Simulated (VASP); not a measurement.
An input for Ansatz (written as the equivalent of a VASP run, and not itself run):

Ansatz 0.2 input:
```yaml
crystal:
  lattice:
    - [0.0000000, 3.2350000, 3.2350000]
    - [3.2350000, 0.0000000, 3.2350000]
    - [3.2350000, 3.2350000, 0.0000000]
  atoms:
    - { symbol: Na, position: [0.0000000, 0.0000000, 0.0000000] }
    - { symbol: I, position: [0.5000000, 0.5000000, 0.5000000] }
kpoints:
  mp_grid: { grid: [7, 7, 7] }
hamiltonian:
  xc: r2scan
  pseudopotentials: { kind: paw }
scf:
  occupations: { method: gaussian, width: 0.05 }
  max_iter: 100
relax:
  max_steps: 60
  f_tol: 0.01
  cell: {}
output: { forces: true, stress: true, eigenvalues: true }
```

### Question
Write the VASP files for the same calculation (r2SCAN).

### Answer
Several could match; the one computed here: 
### INCAR
```
SYSTEM = NaI
PREC = Accurate; ENCUT = 400; LREAL = .False.
LASPH = .True.
EDIFF = 1E-6; NELM = 100; ALGO = Normal
LMAXMIX = 4; LMIXTAU = .True.
ISMEAR = 0; SIGMA = 0.05
METAGGA = R2SCAN
IBRION = 2; NSW = 60; ISIF = 3
EDIFFG = -0.01
LWAVE = .False.; LCHARG = .False.
```

### KPOINTS
```
Automatic mesh
0
Gamma
7 7 7
0 0 0
```

### POSCAR
```
NaI
1.0
  0.0000000000   3.2350000000   3.2350000000
  3.2350000000   0.0000000000   3.2350000000
  3.2350000000   3.2350000000   0.0000000000
Na I
1 1
direct
  0.0000000000   0.0000000000   0.0000000000
  0.5000000000   0.5000000000   0.5000000000
```

POTCAR, in this order: Na_pv I (PBE.64 set). Program: vasp_std.

The two are equivalent in intent, not identical: each code has its own PAW files, so the cut-off isn't converted (ENCUT is set for VASP's; basis.ecutwfc is left out, and Ansatz then takes the one that its files recommend); Ansatz stops its SCF on the density residual and VASP on the energy change (EDIFF).

The compound is NaI in the rock salt structure. This run relaxes it. Symmetry was kept, so distortions that lower it aren't found.
